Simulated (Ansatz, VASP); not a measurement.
**SiO2 in two plane-wave programs**

One calculation is typed for both programs; each brings its own data sets. How far apart do they land? The cell is taken from a series of runs on this material, whose earlier steps may have relaxed, scaled, displaced or heated it; both programs get it as it stands.

Main program and level: Ansatz 0.2.0; plane waves, with VASP 6.6.1 beside it; G0W0 gap at LDA.

## Step 1: The starting structure

The structure is tetragonal, space group I-42d (No. 122). The conventional cell has a = 4.748 Å, b = 4.748 Å, c = 7.713 Å, α = 90.00°, β = 90.00°, γ = 90.00°. Nearest to Si lie 4 O at 1.61 Å. O has 2 Si at 1.61 Å nearest. Farther neighbours and most contacts between anions are not listed.

## Step 2: Ansatz: G0W0 gap, LDA

Ansatz runs on its PAW soft_1 files.

Quasiparticle shifts depend on high empty states and on the cores, so they are the hardest test of two PAW sets.

Input file input.yaml:

```yaml
crystal:
  lattice:
    - [-2.37405, 2.37405, 3.85632]
    - [2.37405, -2.37405, 3.85632]
    - [2.37405, 2.37405, -3.85632]
  atoms:
    - { symbol: Si, position: [0.0, 0.0, 0.0] }
    - { symbol: Si, position: [0.75, 0.25, 0.5] }
    - { symbol: O, position: [0.9830423018, 0.625, 0.8580423018] }
    - { symbol: O, position: [0.375, 0.2330423018, 0.3580423018] }
    - { symbol: O, position: [0.7669576982, 0.125, 0.1419576982] }
    - { symbol: O, position: [0.875, 0.0169576982, 0.6419576982] }
kpoints:
  mp_grid: { grid: [4, 4, 4] }
hamiltonian:
  xc: lda
  pseudopotentials: { kind: paw, azcp: { folder: soft_1 }, xc_functional: pbe }
scf:
  occupations: { method: fixed }
gw:
  n_empty_bands: 317
  ecut_chi: 140
  qp_bands: [v2, c2]
  qp_kpoints: band_edges
  screening: { model: contour_deformation }
```

Launch:

```bash
> ansatz run input.yaml --threads 3 --pin off --max-ram 92160MiB --backend cuda --events-out ev --progress --plain --runs-dir out --devices 1 --max-vram 13GiB
```

Numbers of over 12 decimals in the logs are rounded to 6 here.

The log of the run:

```text
GPUs: using 1 of 1 available (devices: 1).
Engine: ansatz 0.2.0, x86_64-unknown-linux-gnu
Pseudopotentials: kind: paw
Pseudopotential: Si, paw, valence charge 4, recommended cutoff 420 eV (normal), soft_1/Si.paw.azcp
Pseudopotential: O, paw, valence charge 6, recommended cutoff 420 eV (normal), soft_1/O.paw.azcp
Functional definition: SPW92
  exchange = slater_x
  correlation = pw_c
device memory: the entry about to start is reckoned to put 0.7 GiB on a device that reports 43.1 GiB free (of which the cap on the GPU budget leaves the run 13.0 GiB)
GPU FFT provider: cuFFT
GPU libraries: cuBLAS 13.8.2, cuFFT 12.4.0, cuSOLVER 12.3.4
Crystal: 6 atoms, lattice volume = 86.939 Å³
Basis set: ecut = 420 eV, 1677 PW (Γ)
Bands: 22, of which v1, the nominal top of the filled ones, is band 16 counted from 1 (15 counted from 0)
Symmetry: 8 space group operations
Space group: I-42d (ITA 122), of the structure as read, at distance tolerance 4.4e-5 Å
k-points: 13 of 64 (time reversal used)
Non-local potential: Si, projectors of the file, l = 0: 2, l = 1: 2, l = 2: 1
Non-local potential: O, projectors of the file, l = 0: 2, l = 1: 2, l = 2: 1
PAW form: soft (Blöchl's): semilocal exchange-correlation on the pseudo side does not see the compensation charge
PAW frozen core: Si, regenerated for the run's functional, and the local potential with it (the file was generated under x = pbe(κ = 0.804, μ = 0.219515), c = pbe(β = 0.066725))
PAW frozen core: O, regenerated for the run's functional, and the local potential with it (the file was generated under x = pbe(κ = 0.804, μ = 0.219515), c = pbe(β = 0.066725))
PAW one-centre angular grid: Si, 110 points (default); XC on 64 Gauss nodes
PAW one-centre angular grid: O, 110 points (default); XC on 64 Gauss nodes
Initial density: superposition of atomic densities (chi_scale 0.1, normalization cell, long waves kept (reshape's long-wave potential 0.00 eV rms))
Initial wavefunctions: pseudopotential atomic-orbital guess
GPU buffer pool allocated for 46656 grid points (all kernels)
GPU transforms: local potential and band sums: pruned to the plane-wave sphere, on 36×36×36
Functional: x = slater, c = lda
SCF iter   1: F=—  HF=-3448.581077 eV  |F-HF|=—  |Δ(HF+E_count)|=         —  Δρ=1.18e-1  dr2=1.08e1  ethr=3.10e-3  ⟨swp⟩=5.0  Hψ=1433  notcnv=0  defer=42
preconditioner: auto → none  [insulator: Δε(μ)=7.280 eV  Ē_g=17.800 eV  n_scr=14 (ndim 8)  ℏωp=22.5 eV  f_vac=0.123  ε∞_Penn≈2.6]
SCF iter   2: F=—  HF=-3445.756819 eV  |F-HF|=—  |Δ(HF+E_count)|=    2.82e0  Δρ=6.30e-2  dr2=1.51e0  ethr=3.10e-3  ⟨swp⟩=3.8  Hψ=837  notcnv=0  defer=36
SCF iter   3: F=—  HF=-3445.329259 eV  |F-HF|=—  |Δ(HF+E_count)|=   4.28e-1  Δρ=1.85e-2  dr2=1.34e-1  ethr=3.10e-3  ⟨swp⟩=2.1  Hψ=585  notcnv=0  defer=38
SCF iter   4: F=—  HF=-3445.317067 eV  |F-HF|=—  |Δ(HF+E_count)|=   1.22e-2  Δρ=1.20e-3  dr2=4.99e-4  ethr=4.19e-4  ⟨swp⟩=2.7  Hψ=461  notcnv=0  defer=52
SCF iter   5: F=—  HF=-3445.317365 eV  |F-HF|=—  |Δ(HF+E_count)|=   2.99e-4  Δρ=2.20e-4  dr2=1.21e-5  ethr=1.56e-6  ⟨swp⟩=2.1  Hψ=454  notcnv=0  defer=52
SCF iter   6: F=—  HF=-3445.317378 eV  |F-HF|=—  |Δ(HF+E_count)|=   1.21e-5  Δρ=2.68e-5  dr2=4.37e-7  ethr=3.78e-8  ⟨swp⟩=2.5  Hψ=477  notcnv=0  defer=40
SCF iter   7: F=-3445.317378 eV  HF=-3445.317378 eV  |F-HF|=9.91e-11  |Δ(HF+E_count)|=   3.22e-8  Δρ=1.97e-6  dr2=1.04e-9  ethr=3.13e-10  ⟨swp⟩=11.8  Hψ=1499  notcnv=0
SCF 1 converged in 7 iterations: F = -3445.317378 eV  dr2 = 1.04e-9
  greatest PAW one-centre occupation: 0.855 electrons in one spin orbital (limit 2), on the O atom at site 5 (counted from 0), in its partial waves of l = 0
device memory: the entry about to start is reckoned to put 0.8 GiB on a device that reports 43.1 GiB free (of which the cap on the GPU budget leaves the run 13.0 GiB)
NSCF: frozen V_eff on 13 k-points, pencils in batches of 32, up to order 88
the band table was solved once the SCF had ended and its energy, with any forces and stress, was formed, with the checks that follow a solve (1514 applications of the Hamiltonian). They found nothing against the state; the energy, forces and stress were not computed again (output.eigenvalues in the input reference)
device memory: the entry about to start is reckoned to put 5.2 GiB on a device that reports 43.1 GiB free (of which the cap on the GPU budget leaves the run 13.0 GiB)
NSCF: frozen V_eff on 13 k-points
G₀W₀ screening: q 1/13
[... further progress lines ...]
device memory: the entry about to start is reckoned to put 0.4 GiB on a device that reports 60.7 GiB free (of which the cap on the GPU budget leaves the run 13.0 GiB)
NSCF: frozen V_eff on 1 k-points
device memory: the entry about to start is reckoned to put 0.4 GiB on a device that reports 60.7 GiB free (of which the cap on the GPU budget leaves the run 13.0 GiB)
NSCF: frozen V_eff on 1 k-points
SCF converged after 7 iterations
Free energy (F): -3445.317378 eV
Harris-Foulkes:  -3445.317378 eV  (|F-HF|=9.91e-11)
Internal energy: -3445.317378 eV  (E = F + TS)
E sigma→0 (E₀):  -3445.317378 eV
Fermi energy:    0.708304 eV
--- Per-component energies (eV) ---
  E_band       = -189.838586
  E_kinetic    = 773.105964
  E_local      = -2263.814885  (includes V_loc(G=0)·N_el)
  E_nonlocal   = 264.423892
  E_hartree    = 842.470936
  E_xc         = -394.930038
  E_vxc        = -460.079811  (∫ρ·V_xc dr)
  E_paw        = -1582.341933  (= ΣΔE_a)
  E_vpaw       = -188.419645  (= ΣTr[D̂ρ^β])
  E_aug_tail   = 0.003420  (compensation charges beyond the density's cutoff)
  E_ewald      = -1084.791080
  E_core_change = 0.556347  (= ΣΔE_core)
  E_smearing   = -0.000000  (= −TS)
  E_closure    = 0.000000  (closes the sum)
  Σ components = -3445.317378   (vs F -3445.317378, Δ=0.00e0)
--- Band table (eV; the first three rows and the last of 13) ---
  k-point 0: bands = [... 12 lower, -0.8622, -0.2364, 0.7083, 0.7083, 6.3778, 9.1606, 11.2035, 11.2035, ... 2 higher]
  k-point 1: bands = [... 12 lower, -0.7597, -0.1220, 0.5325, 0.5872, 7.6480, 10.0837, 10.2532, 10.7721, ... 2 higher]
  k-point 2: bands = [... 12 lower, -0.2218, -0.2218, 0.3342, 0.3342, 9.6836, 9.6836, 10.5377, 10.5377, ... 2 higher]
  k-point 12: bands = [... 12 lower, -0.8483, -0.8483, 0.5507, 0.5507, 9.2647, 9.2647, 10.4437, 10.4437, ... 2 higher]
--- G₀W₀: contour deformation, 6 samples at zero and on the imaginary axis and 2 off it, 64 q-points, 317 empty bands' worth ---
  eigenvalues of the whole cell's RPA ε∞ on this k-mesh (on a slab, of 1 + 4πα/V) = 2.1780, 2.1780, 2.2686; static W/v taken at q = 0 is 0.453036
  bands read: the sum over 333 bands ends inside a degenerate multiplet in 5 slots, whose members it reads at an even weight; the widest, k=2: bands 333 to 334 (counted from 1) at 1/2 each
  gw.qp_kpoints: band_edges: 13 of 13 stored k-points solved, in 1 pass; an edge of the gap read off the rows below is read off those points alone
    ik  band        ε_KS         Σx   Σc(E_QP)       V_xc       Z   E_QP_lin       E_QP  E_QP is
     0    15      0.7083   -26.4663     4.0792   -20.6600  0.8036    -1.0446    -1.0187  root
     0    16      0.7083   -26.4663     4.0792   -20.6600  0.8036    -1.0446    -1.0187  root
     0    17      6.3778    -6.6861    -3.2233   -11.3785  0.8713     7.8581     7.8468  root
     0    18      9.1606    -5.1675    -3.7667   -10.6979  0.8664    10.9435    10.9243  root
     1    15      0.5325   -26.4215     4.0826   -20.6044  0.8031    -1.2283    -1.2020  root
     1    16      0.5872   -26.4453     4.0962   -20.6110  0.8033    -1.1774    -1.1509  root
     1    17      7.6480    -7.4283    -3.2787   -12.3171  0.8637     9.2728     9.2581  root
     1    18     10.0837    -5.7046    -3.9498   -11.5470  0.8598    12.0004    11.9763  root
     2    15      0.3342   -26.4906     4.0782   -20.6749  0.8030    -1.4297    -1.4032  root
     2    16      0.3342   -26.4906     4.0782   -20.6749  0.8030    -1.4297    -1.4032  root
     2    17      9.6836    -7.2106    -3.5798   -12.6170  0.8559    11.5325    11.5102  root
     2    18      9.6836    -7.2106    -3.5798   -12.6170  0.8559    11.5325    11.5102  root
     3    15      0.5486   -26.4395     4.0909   -20.6124  0.8030    -1.2140    -1.1875  root
     3    16      0.6307   -26.3350     4.0775   -20.5194  0.8036    -1.1337    -1.1073  root
     3    17      7.2830    -7.1529    -3.2664   -11.9823  0.8663     8.8595     8.8460  root
     3    18      9.7297    -5.4897    -3.7900   -11.0866  0.8628    11.5576    11.5365  root
     4    15      0.1951   -26.2861     4.0953   -20.4293  0.8023    -1.5941    -1.5663  root
     4    16      0.5130   -26.4299     4.0961   -20.5927  0.8031    -1.2547    -1.2281  root
     4    17      8.9887    -7.6614    -3.5448   -13.0028  0.8570    10.8060    10.7854  root
     4    18      9.9111    -7.5843    -3.8096   -13.3387  0.8546    11.8816    11.8558  root
     5    15      0.2130   -26.3273     4.0979   -20.4743  0.8022    -1.5696    -1.5420  root
     5    16      0.5622   -26.2125     4.0726   -20.3925  0.8038    -1.2120    -1.1852  root
     5    17      8.7564    -8.1887    -3.7827   -13.8460  0.8555    10.6536    10.6309  root
     5    18      9.3635    -6.0101    -3.2610   -10.8903  0.8643    10.9991    10.9827  root
[...]
11    15      0.3654   -26.3244     4.1122   -20.4556  0.8025    -1.4187    -1.3911  root
    11    16      0.3654   -26.3244     4.1122   -20.4556  0.8025    -1.4187    -1.3911  root
    11    17      9.9217    -6.9147    -3.5442   -12.2755  0.8566    11.7606    11.7384  root
    11    18      9.9217    -6.9147    -3.5442   -12.2755  0.8566    11.7606    11.7384  root
    12    15      0.5507   -26.5376     4.0994   -20.7103  0.8031    -1.2033    -1.1771  root
    12    16      0.5507   -26.5376     4.0994   -20.7103  0.8031    -1.2033    -1.1771  root
    12    17      9.2647    -6.7363    -3.3756   -11.7985  0.8606    10.9694    10.9513  root
    12    18      9.2647    -6.7363    -3.3756   -11.7985  0.8606    10.9694    10.9513  root
```

(Part 1 of 2 ends here.)

[Lines on the potential files, build, host, timing and source positions are cut from VASP's logs without a mark.]

[Logs are printed without paths, hosts, clocks, repeated set-up lines and the standing remarks that a program may print on its own settings, such as how far it seeks lower states.]

[Hosts, paths, dates, database ids (printed as entryN), source tags and the programs' standing remarks are cut or masked in the printed files.]
